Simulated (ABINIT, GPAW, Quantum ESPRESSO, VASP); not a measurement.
**ZnCu2SnS4 (I-4, 8 atoms in the cell) computed with different codes at matched settings**

Self-consistent single point, at a second geometry (lattice scaled by 0.98). First geometry:

```xyz
8
Lattice="-2.6386 2.6386 5.2781 2.6386 -2.6386 5.2781 2.6386 2.6386 -5.2781" Properties=species:S:1:pos:R:3 pbc="T T T"
Zn     0.0000     2.6386     2.6390
Cu     0.0000     0.0000     0.0000
Cu     2.6386     0.0000     2.6390
Sn     0.0000     0.0000     5.2781
S      1.2784     1.2419     1.3616
S      1.2419     3.9988    -1.3616
S      1.3602     1.3967     6.6397
S      1.3967    -1.3602     3.9165
```

Shared settings, as Quantum ESPRESSO writes them: occupations = smearing; smearing = fermi-dirac; degauss = 0.0036749 Ry; K_POINTS = automatic 5 5 5 0 0 0. Potentials and cutoffs stand in the table.

| code | model | ΔF from the first geometry (meV/atom) | pressure (GPa) | largest force (eV/Å) | gap on the mesh (eV) | cutoff |
|---|---|---|---|---|---|---|
| Quantum ESPRESSO | PBE, PSlibrary PAW (PBE) pseudopotentials | 91.8 | 17.17 | 0.675 | 0.731 | 55 Ry |
| GPAW | PBE, GPAW PAW datasets PBE (gpaw-data 1.0.1) | 93.8 | 17.91 | 0.531 | 0.726 | 800 eV |
| ABINIT | PBE, PAW (JTH v2.0 PBE PAW) | 90.0 | 17.31 | 0.621 | 0.708 | 816 eV |
| VASP | PBE, VASP's PBE PAW potentials (set 64) | 91.6 | 16.69 | 0.577 | 0.753 | 300 eV |

For Quantum ESPRESSO (by 0.4 GPa) and VASP (by 0.8 GPa) the energy change implies a higher mean pressure, against the two pressures, than for the other programs: a sign of finite-basis (Pulay) stress.

Gaps are read on the mesh.

The spread over the programs that give each value: ΔF from the first geometry within 3.8 meV/atom; pressure within 1.22 GPa; largest force within 0.144 eV/Å; gap on the mesh within 0.045 eV.

In the force vectors, GPAW (by 0.091) lies more than 0.08 eV/Å from the median of the plane-wave programs.

VASP's run is marked for a possible Pulay error in its stress at this cutoff; no cutoff test was made.

The starting cell comes from a database of computed structures (which also holds hypothetical and non-ambient phases and stackings), without a prior relaxation at this level. Its lattice was rescaled by a random factor within 2.5 % of one. For this run, on top of that: lattice scaled by 0.98.

Left out of this page: Ansatz, CP2K and SIESTA (not drawn, or without a comparable value).
